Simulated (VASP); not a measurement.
The system is Sn.

```
Sn
1.0
    -2.91964    2.91964    1.59380
     2.91964   -2.91964    1.59380
     2.91964    2.91964   -1.59380
Sn
2
Direct
  0.00000 0.00000 0.00000
  0.75000 0.25000 0.50000
```

Base run:

```yaml
Program: VASP 6.6.1
Functional: PBEsol
Potentials_or_basis: VASP PAW PBE potentials, release 64 (Sn_d)
Cutoff: 520 eV
k_mesh: 12 × 12 × 12
Occupations: fermi-dirac, width 0.05 eV
Spin: no spin polarisation
```

Its results: band gap on the k mesh none (metal or under the smearing width); pressure -0.7 GPa.

Question: The run is repeated on the same cell with these changes: cutoff from 520 eV to 300 eV. What comes out?

Answer: Band gap on the k mesh none (metal or under the smearing width); pressure -1.1 GPa.

Caveats: the PAW data sets were made with another functional, which shifts forces and pressure a little.

Not every run made on this cell is shown here.
